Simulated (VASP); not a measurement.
VASP input:

**KPOINTS**
```
K-points
0
gamma
  8 8 8
0 0 0
```

### POSCAR
```
CaS
1
    0.0000000000     2.7044421380     2.7044421380
    2.7044421380     0.0000000000     2.7044421380
    2.7044421380     2.7044421380    -0.0000000000
Ca S
1 1
Direct
  0.0000000000   0.0000000000   0.0000000000
  0.5000000000   0.5000000000   0.5000000000
```

### INCAR
```
ALGO = Normal
EDIFF = 1E-6
EDIFFG = -0.02
ENCUT = 500
GGA = PS
IBRION = 2
ISIF = 3
ISMEAR = 0
LASPH = .True.
LCHARG = .False.
LREAL = .False.
LWAVE = .False.
NELM = 100
NSW = 40
PREC = Accurate
PSTRESS = 100
SIGMA = 0.05
SYSTEM = CaS
```

POTCAR, in this order: Ca_sv S (PBE.64 set). Program: vasp_std.

Question: Translate this PBEsol calculation to Ansatz.

Answer: One equivalent input (not run):
Ansatz 0.2 input:
```yaml
crystal:
  lattice:
    - [0.0000000, 2.7044421, 2.7044421]
    - [2.7044421, 0.0000000, 2.7044421]
    - [2.7044421, 2.7044421, 0.0000000]
  atoms:
    - { symbol: Ca, position: [0.0000000, 0.0000000, 0.0000000] }
    - { symbol: S, position: [0.5000000, 0.5000000, 0.5000000] }
kpoints:
  mp_grid: { grid: [8, 8, 8] }
hamiltonian:
  xc: pbesol
  pseudopotentials: { kind: paw }
scf:
  occupations: { method: gaussian, width: 0.05 }
  max_iter: 100
relax:
  max_steps: 40
  f_tol: 0.02
  cell: { p_target: 10 }
output: { forces: true, stress: true, eigenvalues: true }
```
Limits of the translation: each code has its own PAW files, so the cut-off isn't converted (ENCUT is set for VASP's; basis.ecutwfc is left out, and Ansatz then takes the one that its files recommend); Ansatz stops its SCF on the density residual and VASP on the energy change (EDIFF).

The compound is CaS in the rock salt structure. It was relaxed first under an external pressure of 10 GPa.
